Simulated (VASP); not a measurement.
Output of a VASP run:

**OSZICAR**
```
       N       E                     dE             d eps       ncg     rms          rms(c)
DAV:   1     0.112087025537E+03    0.11209E+03   -0.11685E+04  1728   0.254E+03
DAV:   2    -0.375183490773E+01   -0.11584E+03   -0.11262E+03  1680   0.326E+02
DAV:   3    -0.684767380656E+01   -0.30958E+01   -0.30882E+01  2009   0.728E+01
DAV:   4    -0.686941659917E+01   -0.21743E-01   -0.21740E-01  1946   0.546E+00
DAV:   5    -0.686970193301E+01   -0.28533E-03   -0.28533E-03  2226   0.662E-01    0.998E+00
DAV:   6    -0.670242522133E+01    0.16728E+00   -0.19618E+01  1818   0.117E+02    0.643E+00
DAV:   7    -0.564454207011E+01    0.10579E+01   -0.42546E+00  1806   0.118E+02    0.221E+00
DAV:   8    -0.564984898781E+01   -0.53069E-02   -0.24383E-01  2289   0.717E+00    0.128E+00
DAV:   9    -0.563934158256E+01    0.10507E-01   -0.23670E-02  2002   0.403E+00    0.587E-02
DAV:  10    -0.563932908768E+01    0.12495E-04   -0.62303E-04  2626   0.462E-01    0.250E-02
DAV:  11    -0.563933149002E+01   -0.24023E-05   -0.14544E-05  2314   0.913E-02    0.124E-02
DAV:  12    -0.563933117631E+01    0.31370E-06   -0.70002E-07  1218   0.248E-02
   1 F= -.56393312E+01 E0= -.56394222E+01  d E =-.563933E+01
       N       E                     dE             d eps       ncg     rms          rms(c)
DAV:   1    -0.717122797598E+01   -0.15319E+01   -0.18820E+01  1680   0.102E+02    0.998E+00
DAV:   2    -0.632451870138E+01    0.84671E+00   -0.13585E+01  1726   0.101E+02    0.481E+00
DAV:   3    -0.570947082557E+01    0.61505E+00   -0.29952E+00  1739   0.777E+01    0.204E+00
DAV:   4    -0.566989566886E+01    0.39575E-01   -0.16874E-01  2373   0.934E+00    0.961E-01
DAV:   5    -0.565218479492E+01    0.17711E-01   -0.94681E-03  2763   0.195E+00    0.906E-02
DAV:   6    -0.565220588741E+01   -0.21092E-04   -0.68201E-04  2564   0.395E-01    0.405E-02
DAV:   7    -0.565220968033E+01   -0.37929E-05   -0.31011E-05  2709   0.165E-01    0.303E-03
DAV:   8    -0.565220948790E+01    0.19243E-06   -0.18738E-06  1174   0.394E-02
   2 F= -.56522095E+01 E0= -.56522125E+01  d E =-.128783E-01
       N       E                     dE             d eps       ncg     rms          rms(c)
DAV:   1    -0.579478062541E+01   -0.14257E+00   -0.19013E+00  1680   0.347E+01    0.286E+00
DAV:   2    -0.570100786031E+01    0.93773E-01   -0.98264E-01  1694   0.266E+01    0.127E+00
DAV:   3    -0.566441361188E+01    0.36594E-01   -0.25277E-01  1738   0.157E+01    0.801E-01
DAV:   4    -0.565762004714E+01    0.67936E-02   -0.15096E-02  2224   0.387E+00    0.307E-01
DAV:   5    -0.565576411408E+01    0.18559E-02   -0.15358E-03  2680   0.723E-01    0.238E-02
DAV:   6    -0.565575961042E+01    0.45037E-05   -0.10165E-04  2316   0.228E-01    0.835E-03
DAV:   7    -0.565576252618E+01   -0.29158E-05   -0.25789E-06  1696   0.345E-02    0.104E-03
DAV:   8    -0.565576271612E+01   -0.18994E-06   -0.78827E-07   926   0.167E-02
   3 F= -.56557627E+01 E0= -.56558068E+01  d E =-.164315E-01
```

**OUTCAR**
```
------------------------ aborting loop because EDIFF is reached ----------------------------------------
  FORCE on cell =-STRESS in cart. coord.  units (eV):
  Direction    XX          YY          ZZ          XY          YZ          ZX
  --------------------------------------------------------------------------------------
  Total        0.0056859      0.0056859      0.0056859      0.0000000      0.0000000     -0.0000000
  in kB        0.3694511      0.3694511      0.3694511      0.0000000      0.0000000     -0.0000000
  external PRESSURE =       0.3694511 kB  Pullay stress =       0.0000000 kB
  volume of cell :       24.66
      direct lattice vectors                 reciprocal lattice vectors
     2.910613098  0.000000000 -0.000000000     0.343570226 -0.000000000  0.000000000
     0.000000000  2.910613098  0.000000000     0.000000000  0.343570226  0.000000000
    -0.000000000 -0.000000000  2.910613098     0.000000000 -0.000000000  0.343570226
 POSITION                                       TOTAL-FORCE (eV/Angst)
 -----------------------------------------------------------------------------------
      1.45531      1.45531      1.45531        -0.000000     -0.000000      0.000000
      0.00000      0.00000      0.00000         0.000000      0.000000      0.000000
 -----------------------------------------------------------------------------------
    total drift:                                0.000000      0.000000     -0.000000
  FREE ENERGIE OF THE ION-ELECTRON SYSTEM (eV)
  ---------------------------------------------------
  free  energy   TOTEN  =        -5.6557627161 eV

  energy  without entropy=       -5.6558949926  energy(sigma->0) =       -5.65580681

 reached required accuracy - stopping structural energy minimisation
```
(Selected blocks of OUTCAR.)

**POSCAR**
```
CuZn
1
    2.9500000000     0.0000000000     0.0000000000
    0.0000000000     2.9500000000     0.0000000000
    0.0000000000     0.0000000000     2.9500000000
Zn Cu
1 1
Direct
  0.5000000000   0.5000000000   0.5000000000
  0.0000000000   0.0000000000   0.0000000000
```

Task: Write an INCAR and KPOINTS that could have produced this output.

Result: This is not unique; one that fits is the input of the run itself, AM05 GGA, plane waves, VASP's PBE PAW potentials (set 64).

### INCAR
```
# general
SYSTEM  = CuZn
PREC    = Accurate
ENCUT   = 520   # plane-wave cut-off (eV)
LREAL   = .FALSE.   # projection in real space or not
LASPH   = .TRUE.

# electronic loop
EDIFF   = 1E-6   # SCF stop (eV)
NELM    = 100   # most electronic steps
ALGO    = Normal
LMAXMIX = 4   # l cut-off of mixed one-centre charges

# smearing
ISMEAR  = 1   # Methfessel-Paxton
SIGMA   = 0.1   # width (eV)

# functional
GGA     = AM   # AM05

# ions
IBRION  = 2   # conjugate gradients
NSW     = 60   # most ionic steps
ISIF    = 3   # ions, shape and volume
EDIFFG  = -0.01   # ionic stop

# output
LWAVE   = .FALSE.
LCHARG  = .FALSE.
```

File KPOINTS:
```
Automatic
0
G
 11 11 11
0 0 0
```

POTCAR, in this order: Zn Cu (PBE.64 set). Program: vasp_std.

Energy and stress use the plane-wave basis of the starting cell.

The compound is CuZn in the CsCl type structure. This run relaxes it. Symmetry was kept, so distortions that lower it aren't found. The electron count is odd and the run is not spin-polarised, which forces a metal.
